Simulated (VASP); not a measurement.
Computed with LDA (Ceperley-Alder, Perdew-Zunger), VASP's LDA PAW potentials (set 64) (plane waves; VASP).

A VASP calculation is set up with these files.

**INCAR**
```
SYSTEM = TaO2
PREC = Accurate; ENCUT = 400; LREAL = .False.
LASPH = .True.
EDIFF = 1E-6; NELM = 100; ALGO = Normal
LMAXMIX = 6
ISMEAR = 0; SIGMA = 0.1
ISIF = 2
LWAVE = .False.; LCHARG = .False.
```

KPOINTS:
```
Automatic
0
Gamma
  5 5 7
0 0 0
```

### POSCAR
```
TaO2
1.0
  4.8359680000   0.0000000000   0.0000000000
  0.0000000000   4.8359680000   0.0000000000
  0.0000000000   0.0000000000   3.1143880000
Ta O
2 4
direct
  0.0000000000   0.0000000000   0.0000000000
  0.5000000000   0.5000000000   0.5000000000
  0.3049600000   0.3049600000   0.0000000000
  0.8049600000   0.1950400000   0.5000000000
  0.1950400000   0.8049600000   0.5000000000
  0.6950400000   0.6950400000   0.0000000000
```

POTCAR, in this order: Ta_pv O (LDA.64 set). Program: vasp_std.

What VASP printed:

File OUTCAR:
```
 ion  position               nearest neighbor table
   1  0.000  0.000  0.000-   4 2.05   5 2.05   4 2.05   5 2.05   3 2.09   6 2.09
   2  0.500  0.500  0.500-   3 2.05   6 2.05   3 2.05   6 2.05   5 2.09   4 2.09
   3  0.305  0.305  0.000-   2 2.05   2 2.05   1 2.09
   4  0.805  0.195  0.500-   1 2.05   1 2.05   2 2.09
   5  0.195  0.805  0.500-   1 2.05   1 2.05   2 2.09
   6  0.695  0.695  0.000-   2 2.05   2 2.05   1 2.09
  LATTYP: Found a simple tetragonal cell.
 ALAT       =     4.8359680000
 C/A-ratio  =     0.6440050885
 Subroutine PRICEL returns:
 Original cell was already a primitive cell.
 Subroutine GETGRP returns: Found 16 space group operations
The static configuration has the point symmetry D_2h.
 The point group associated with its full space group is D_4h.
The dynamic configuration has the point symmetry D_2h.
 Subroutine INISYM returns: Found 16 space group operations
 Subroutine IBZKPT returns following result:
 Found     24 irreducible k-points:

 Following reciprocal coordinates:
            Coordinates               Weight
  0.000000  0.000000  0.000000      1.000000
  0.200000  0.000000  0.000000      4.000000
  0.400000  0.000000  0.000000      4.000000
  0.200000  0.200000  0.000000      4.000000
  0.400000  0.200000  0.000000      8.000000
  0.400000  0.400000  0.000000      4.000000
  0.000000  0.000000  0.142857      2.000000
  0.200000  0.000000  0.142857      8.000000
  0.400000  0.000000  0.142857      8.000000
  0.200000  0.200000  0.142857      8.000000
  0.400000  0.200000  0.142857     16.000000
  0.400000  0.400000  0.142857      8.000000
  0.000000  0.000000  0.285714      2.000000
  0.200000  0.000000  0.285714      8.000000
  0.400000  0.000000  0.285714      8.000000
  0.200000  0.200000  0.285714      8.000000
  0.400000  0.200000  0.285714     16.000000
  0.400000  0.400000  0.285714      8.000000
...
```

File OSZICAR:
```
       N       E                     dE             d eps       ncg     rms          rms(c)
DAV:   1     0.369348650071E+03    0.36935E+03   -0.22897E+04  1304   0.142E+03
DAV:   2    -0.525165136878E+02   -0.42187E+03   -0.41571E+03  1628   0.424E+02
DAV:   3    -0.733226132474E+02   -0.20806E+02   -0.20536E+02  1479   0.989E+01
DAV:   4    -0.737797382874E+02   -0.45713E+00   -0.43737E+00  1781   0.128E+01
DAV:   5    -0.737903273586E+02   -0.10589E-01   -0.10425E-01  1625   0.136E+00    0.394E+01
DAV:   6    -0.646681737766E+02    0.91222E+01   -0.61828E+01  1499   0.477E+01    0.175E+01
DAV:   7    -0.642830443576E+02    0.38513E+00   -0.31921E+00  1471   0.110E+01    0.100E+01
DAV:   8    -0.641795633163E+02    0.10348E+00   -0.26286E-01  1548   0.407E+00    0.335E-01
DAV:   9    -0.641776035282E+02    0.19598E-02   -0.17478E-02  1690   0.898E-01    0.218E-01
DAV:  10    -0.641772095410E+02    0.39399E-03   -0.17232E-03  1532   0.347E-01    0.316E-02
DAV:  11    -0.641772191331E+02   -0.95921E-05   -0.12921E-04  1722   0.828E-02    0.133E-02
DAV:  12    -0.641772211154E+02   -0.19823E-05   -0.66169E-06  1509   0.179E-02    0.290E-03
DAV:  13    -0.641772210055E+02    0.10984E-06   -0.90651E-07   910   0.791E-03
   1 F= -.64177221E+02 E0= -.64164639E+02  d E =-.251640E-01
```

OUTCAR:
```
------------------------ aborting loop because EDIFF is reached ----------------------------------------
  FORCE on cell =-STRESS in cart. coord.  units (eV):
  Direction    XX          YY          ZZ          XY          YZ          ZX
  --------------------------------------------------------------------------------------
  Total       -6.8856292     -6.8856292    -10.2680720     -0.0000000      0.0000000      0.0000000
  in kB     -151.4658268   -151.4658268   -225.8707186     -0.0000000      0.0000000      0.0000000
  external PRESSURE =    -176.2674574 kB  Pullay stress =       0.0000000 kB
  volume of cell :       72.83
      direct lattice vectors                 reciprocal lattice vectors
     4.835968000  0.000000000  0.000000000     0.206783833  0.000000000  0.000000000
     0.000000000  4.835968000  0.000000000     0.000000000  0.206783833  0.000000000
     0.000000000  0.000000000  3.114388000     0.000000000  0.000000000  0.321090372
 POSITION                                       TOTAL-FORCE (eV/Angst)
 -----------------------------------------------------------------------------------
      0.00000      0.00000      0.00000         0.000000      0.000000      0.000000
      2.41798      2.41798      1.55719         0.000000      0.000000      0.000000
      1.47478      1.47478      0.00000        -0.579195     -0.579195     -0.000000
      3.89276      0.94321      1.55719        -0.579195      0.579195      0.000000
      0.94321      3.89276      1.55719         0.579195     -0.579195      0.000000
      3.36119      3.36119      0.00000         0.579195      0.579195      0.000000
 -----------------------------------------------------------------------------------
    total drift:                                0.000000     -0.000000     -0.000000
  FREE ENERGIE OF THE ION-ELECTRON SYSTEM (eV)
  ---------------------------------------------------
  free  energy   TOTEN  =       -64.1772210055 eV

  energy  without entropy=      -64.1520570148  energy(sigma->0) =      -64.16463901
```
(Selected blocks of OUTCAR.)

At this cut-off the stress carries a Pulay error, which pulls relaxed volumes low.

The structure was generated: TaO2 was put into an ordered model structure, which need not be its known phase. The cell was not relaxed at this level. The run is one of a series of settings (GGA removed, POTCAR Ta_pv O (LDA.64 set) against the base run), some of them coarse on purpose.
